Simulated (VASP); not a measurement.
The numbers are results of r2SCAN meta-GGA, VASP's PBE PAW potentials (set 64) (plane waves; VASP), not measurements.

The input files of a VASP run:

### POSCAR
```
RuTe
1
   -0.0000000000     2.7087037717     2.7087037717
    2.7087037717     0.0000000000     2.7087037717
    2.7087037717     2.7087037717    -0.0000000000
Ru Te
1 1
Direct
  0.0000000000   0.0000000000   0.0000000000
  0.5000000000   0.5000000000   0.5000000000
```

INCAR:
```
! general
SYSTEM  = RuTe
PREC    = Accurate
ENCUT   = 400
LREAL   = .FALSE.
LASPH   = .TRUE.

! electronic loop
EDIFF   = 1E-7
NELM    = 100
ALGO    = Normal
LMAXMIX = 4
LMIXTAU = .TRUE.

! smearing
ISMEAR  = -5

! functional
METAGGA = R2SCAN

! ions
ISIF    = 2

! output
LWAVE   = .FALSE.
LCHARG  = .FALSE.
LORBIT  = 11
NEDOS   = 601
```

### KPOINTS
```
Automatic
0
G
 13 13 13
```

### KPOINTS_OPT
```
k-points along high-symmetry lines
10
Line-mode
Reciprocal
  0.000000   0.000000   0.000000 ! GAMMA
  0.500000   0.000000   0.500000 ! X

  0.500000   0.000000   0.500000 ! X
  0.625000   0.250000   0.625000 ! U

  0.375000   0.375000   0.750000 ! K
  0.000000   0.000000   0.000000 ! GAMMA

  0.000000   0.000000   0.000000 ! GAMMA
  0.500000   0.500000   0.500000 ! L

  0.500000   0.500000   0.500000 ! L
  0.500000   0.250000   0.750000 ! W

  0.500000   0.250000   0.750000 ! W
  0.500000   0.000000   0.500000 ! X
```

POTCAR, in this order: Ru_pv Te (PBE.64 set). Program: vasp_std.

Q: What will the output report for the number of irreducible k-points (NKPTS), number of bands (NBANDS), largest plane-wave count, number of space-group operations, FFT grid (NGX, NGY, NGZ)?

A: 
* **number of irreducible k-points (NKPTS)**: 84
* **number of bands (NBANDS)**: 14
* **largest plane-wave count**: 737
* **number of space-group operations**: 48
* **FFT grid (NGX, NGY, NGZ)**: 28 × 28 × 28

The structure was generated: RuTe was put into the rock salt type (Fm-3m), which need not be its known phase. It was relaxed first, which changed the volume by -31 %.
